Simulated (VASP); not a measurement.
Input:

```xyz
8
Lattice="0.0000 2.9730 2.9730 2.9730 0.0000 2.9730 11.9098 11.9098 -0.0178" Properties=species:S:1:pos:R:3 pbc="T T T"
Hg    11.8396    11.8396     0.0524
Hg     6.0137     6.0137     5.8783
Hg     8.9462     8.9462     5.9188
Hg     8.9142     8.9142     0.0048
Se     1.5069     1.5069     1.4661
S      4.4985     4.4985     1.4475
S      7.4395     7.4395     1.4796
S     10.3771    10.3771     1.5149
```

Calculation: PBEsol GGA, VASP's PBE PAW potentials (set 64) (plane waves; VASP). Numerical set-up: 400 eV cut-off, Gaussian smearing of 0.050 eV, potentials Hg Se S.

Unless said otherwise, spin-orbit coupling is left out, though it shifts the bands of the heavy elements here.

Task: Predict the band gap (along the path) with the smallest direct gap where there is one.

Result: 
The band gap (along the path) comes out as none (metal, semimetal or under 0.01 eV).

The structure was generated: Hg4S3Se was put into an ordered model structure (R3m), which need not be its known phase. It was relaxed first.
